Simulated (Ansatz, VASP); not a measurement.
## Al2BAs3: VASP beside Ansatz

INCAR

```
  PREC = Accurate
  ENCUT = 520
  EDIFF = 1E-6
  ISMEAR = 0
  SIGMA = 0.1
  LREAL = F
  LASPH = T
  NELM = 60
  ALGO = Normal
  ISIF = 2
  LWAVE = F
  LCHARG = F
  GGA = PE
  NBANDS = 21
```

The input KPOINTS:

```
regular mesh
0
Gamma
  6 6 6
```

Contents of POSCAR:

```
Al2BAs3
1.0
    2.5049887000      1.4462559000      4.4501904200
   -2.5049887000      1.4462559000      4.4501904200
    0.0000000000     -2.8925118000      4.4501904200
Al B As
2 1 3
Direct
    0.8785759800      0.8785759800      0.8785759800
    0.1214240200      0.1214240200      0.1214240200
    0.5000000000      0.5000000000      0.5000000000
    0.5000000000      0.0000000000      0.5000000000
    0.5000000000      0.5000000000      0.0000000000
    0.0000000000      0.5000000000      0.5000000000
```

Input for Ansatz:

```yaml
crystal:
  lattice:
    - [2.5049887, 1.4462559, 4.45019042]
    - [-2.5049887, 1.4462559, 4.45019042]
    - [0.0, -2.8925118, 4.45019042]
  atoms:
    - { symbol: Al, position: [0.87857598, 0.87857598, 0.87857598] }
    - { symbol: Al, position: [0.12142402, 0.12142402, 0.12142402] }
    - { symbol: B, position: [0.5, 0.5, 0.5] }
    - { symbol: As, position: [0.5, 0.0, 0.5] }
    - { symbol: As, position: [0.5, 0.5, 0.0] }
    - { symbol: As, position: [0.0, 0.5, 0.5] }
basis:
  ecutwfc: 420
kpoints:
  mp_grid: { grid: [6, 6, 6] }
hamiltonian:
  xc: pbe
scf:
  occupations: { method: gaussian, width: 0.1 }
  lower_state_search: "off"
output:
  forces: true
  stress: true
  eigenvalues: true
```

Change from the starting cell: species swapped into the Ce2Fe3Rh type (R-3m, No. 166).

Alike in both runs: task single point; functional PBE; k mesh 6 × 6 × 6; occupations gaussian, width 0.1 eV; no spin polarisation.

|  | VASP | Ansatz |
| --- | --- | --- |
| version | VASP 6.6.1 | Ansatz 0.2.0 |
| potentials or method | VASP PAW PBE potentials, release 64 (Al, B, As) | scalar-relativistic, plane waves, PAW |
| plane-wave cutoff (eV) | 520 | 420 |
| valence electrons in the cell | 24 | 54 |

```csv
,VASP,Ansatz,Ansatz less VASP
gap on the k mesh at the Fermi level (eV),none,none,-
pressure (GPa),10.7,10.4,-0.35
largest component of the traceless stress (GPa),12.67,12.41,-0.259
rms of the force components (eV/Å),0.139,0.139,-0.0005
```

Atom by atom the forces differ by 0.001 eV/Å (rms over components). A gap of «none» marks a metal or a gap that the smearing closes. The two sets of potentials don't hold the same shells in valence.
